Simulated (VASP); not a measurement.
A VASP calculation is set up with these files.

### INCAR
```
SYSTEM = InSb
PREC = Accurate
ENCUT = 520
EDIFF = 1E-6
NELM = 100
ALGO = Normal
LREAL = .FALSE.
LASPH = .TRUE.
ISMEAR = 1
SIGMA = 0.1
GGA = ML
ZAB_VDW = -1.8867
LUSE_VDW = .TRUE.
AGGAC = 0.0
LMAXMIX = 4
LWAVE = .FALSE.
LCHARG = .FALSE.
IBRION = 2
ISIF = 3
NSW = 60
EDIFFG = -0.01
```

POSCAR:
```
InSb
1
   -0.0000000000     3.4235008246     3.4235008246
    3.4235008246     0.0000000000     3.4235008246
    3.4235008246     3.4235008246     0.0000000000
In Sb
1 1
Direct
  0.0000000000   1.0000000000   1.0000000000
  0.2500000000   0.2500000000   0.2500000000
```

### KPOINTS
```
Automatic mesh
0
Gamma
8 8 8
0 0 0
```

POTCAR, in this order: In_d Sb (PBE.64 set). Program: vasp_std.

Task: Write an equivalent input for Quantum ESPRESSO's pw.x.

Result: One equivalent input (not run):
```
&CONTROL
  calculation = 'vc-relax'
  pseudo_dir = './pseudo'
  outdir = './out'
  tprnfor = .true.
  tstress = .true.
  nstep = 60
  forc_conv_thr = 0.00039
/
&SYSTEM
  ibrav = 0
  nat = 2
  ntyp = 2
  ecutwfc = 80
  occupations = 'smearing'
  smearing = 'methfessel-paxton'
  degauss = 0.00735
  input_dft = 'vdw-df2'
/
&ELECTRONS
  conv_thr = 7.3e-08
  electron_maxstep = 100
/
&IONS
/
&CELL
/
ATOMIC_SPECIES
  In 114.818 In.upf
  Sb 121.760 Sb.upf
CELL_PARAMETERS angstrom
    -0.0000000    3.4235008    3.4235008
     3.4235008    0.0000000    3.4235008
     3.4235008    3.4235008    0.0000000
ATOMIC_POSITIONS crystal
  In   0.0000000  1.0000000  1.0000000
  Sb   0.2500000  0.2500000  0.2500000
K_POINTS automatic
  8 8 8 0 0 0
```
The two are equivalent in intent, not identical: the potentials are each code's own (VASP's PAW set, PseudoDojo norm-conserving files in pw.x), so ENCUT and ecutwfc are chosen apart and not converted; conv_thr bounds pw.x's estimated SCF error, while EDIFF bounds the energy change between steps; forc_conv_thr acts on force components and is met together with etot_conv_thr.

The compound is InSb in the zinc blende structure. This run relaxes it. Symmetry was kept, so distortions that lower it aren't found. The start is the result of an earlier pass.
